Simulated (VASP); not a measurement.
Calculation: revPBE GGA, VASP's PBE PAW potentials (set 64) (plane waves; VASP).

The input files of a VASP run:

INCAR:
```
# general
SYSTEM   =  GaCuSe2
PREC     =  Accurate
ENCUT    =  300
LREAL    =  .FALSE.
LASPH    =  .TRUE.

# electronic loop
EDIFF    =  1E-6
NELM     =  100
ALGO     =  Normal
LMAXMIX  =  4

# smearing
ISMEAR   =  0
SIGMA    =  0.136

# functional
GGA      =  RE

# ions
ISIF     =  2

# output
LWAVE    =  .FALSE.
LCHARG   =  .FALSE.
```

### KPOINTS
```
Automatic mesh
0
Gamma
8 8 8
0 0 0
```

File POSCAR:
```
GaCuSe2
6.881820
 -0.4105690065   0.4105690065   0.8141660200
  0.4105690065  -0.4105690065   0.8141660200
  0.4105690065   0.4105690065  -0.8141660200
Ga Cu Se
2 2 4
Cart
  0.4105690065   0.0000000000   0.4070830100
  0.0000000000   0.0000000000   0.8141660200
  0.0000000000   0.4105690065   0.4070830100
  0.0000000000   0.0000000000   0.0000000000
  0.2052845032   0.2021806015  -0.2035415050
  0.2021806015   0.6158535097   0.2035415050
  0.2052845032   0.2083884049   0.6106245150
  0.2083884049  -0.2052845032   1.0177075250
```

POTCAR, in this order: Ga_d Cu Se (PBE.64 set). Program: vasp_std.

Output of the run:

OSZICAR:
```
       N       E                     dE             d eps       ncg     rms          rms(c)
DAV:   1     0.577396948129E+03    0.57740E+03   -0.23133E+04  5173   0.154E+03
DAV:   2     0.628339543400E+02   -0.51456E+03   -0.50070E+03  5242   0.430E+02
DAV:   3    -0.242506849319E+02   -0.87085E+02   -0.85083E+02  6548   0.168E+02
DAV:   4    -0.298118400543E+02   -0.55612E+01   -0.54917E+01  6713   0.427E+01
DAV:   5    -0.300236418961E+02   -0.21180E+00   -0.21122E+00  7073   0.863E+00    0.114E+01
DAV:   6    -0.300995929273E+02   -0.75951E-01   -0.29324E+01  7088   0.788E+01    0.855E+00
DAV:   7    -0.284990200889E+02    0.16006E+01   -0.70539E+00  6644   0.605E+01    0.376E+00
DAV:   8    -0.287133931501E+02   -0.21437E+00   -0.32688E+00  7804   0.191E+01    0.295E+00
DAV:   9    -0.286101780122E+02    0.10322E+00   -0.97382E-01  7189   0.155E+01    0.490E-01
DAV:  10    -0.286130589978E+02   -0.28810E-02   -0.63699E-02  7164   0.376E+00    0.169E-01
DAV:  11    -0.286150237113E+02   -0.19647E-02   -0.12953E-02  7701   0.140E+00    0.151E-01
DAV:  12    -0.286147655818E+02    0.25813E-03   -0.23385E-03  7340   0.837E-01    0.309E-02
DAV:  13    -0.286148434867E+02   -0.77905E-04   -0.44145E-04  6639   0.114E-01    0.102E-02
DAV:  14    -0.286148613310E+02   -0.17844E-04   -0.48344E-05  6980   0.745E-02    0.145E-02
DAV:  15    -0.286148578532E+02    0.34778E-05   -0.19800E-05  6192   0.787E-02    0.374E-03
DAV:  16    -0.286148595509E+02   -0.16977E-05   -0.75077E-06  5894   0.142E-02    0.196E-03
DAV:  17    -0.286148596249E+02   -0.74034E-07   -0.27911E-07  3281   0.481E-03
   1 F= -.28614860E+02 E0= -.28614637E+02  d E =-.444413E-03
```

**OUTCAR**
```
------------------------ aborting loop because EDIFF is reached ----------------------------------------
  FORCE on cell =-STRESS in cart. coord.  units (eV):
  Direction    XX          YY          ZZ          XY          YZ          ZX
  --------------------------------------------------------------------------------------
  Total        2.4523240      2.4523240      2.3784231      0.0000000      0.0000000      0.0000000
  in kB       21.9600449     21.9600449     21.2982774      0.0000000      0.0000000      0.0000000
  external PRESSURE =      21.7394557 kB  Pullay stress =       0.0000000 kB
  volume of cell :      178.92
      direct lattice vectors                 reciprocal lattice vectors
    -2.825462000  2.825462000  5.602944000     0.000000000  0.176962210  0.089238800
     2.825462000 -2.825462000  5.602944000     0.176962210  0.000000000  0.089238800
     2.825462000  2.825462000 -5.602944000     0.176962210  0.176962210  0.000000000
 POSITION                                       TOTAL-FORCE (eV/Angst)
 -----------------------------------------------------------------------------------
      2.82546      0.00000      2.80147        -0.000000      0.000000     -0.000000
      0.00000      0.00000      5.60294        -0.000000      0.000000     -0.000000
      0.00000      2.82546      2.80147        -0.000000      0.000000     -0.000000
      0.00000      0.00000      0.00000        -0.000000      0.000000      0.000000
      1.41273      1.39137     -1.40074        -0.000000     -0.084402     -0.000000
      1.39137      4.23819      1.40074        -0.084402      0.000000     -0.000000
      1.41273      1.43409      4.20221        -0.000000      0.084402      0.000000
      1.43409     -1.41273      7.00368         0.084402      0.000000      0.000000
 -----------------------------------------------------------------------------------
    total drift:                                0.000012      0.000012      0.000017
  FREE ENERGIE OF THE ION-ELECTRON SYSTEM (eV)
  ---------------------------------------------------
  free  energy   TOTEN  =       -28.6148596249 eV

  energy  without entropy=      -28.6144152118  energy(sigma->0) =      -28.61463742
```
(Selected blocks of OUTCAR.)

At this cut-off the stress carries a Pulay error, which pulls relaxed volumes low.

The structure comes from a computed database's GaCuSe2 entry; how it stands against other phases isn't given here. The cell was not relaxed at this level. The run is one of a series of settings (KPOINTS 8×8×8 Γ-centred mesh against the base run), some of them coarse on purpose.
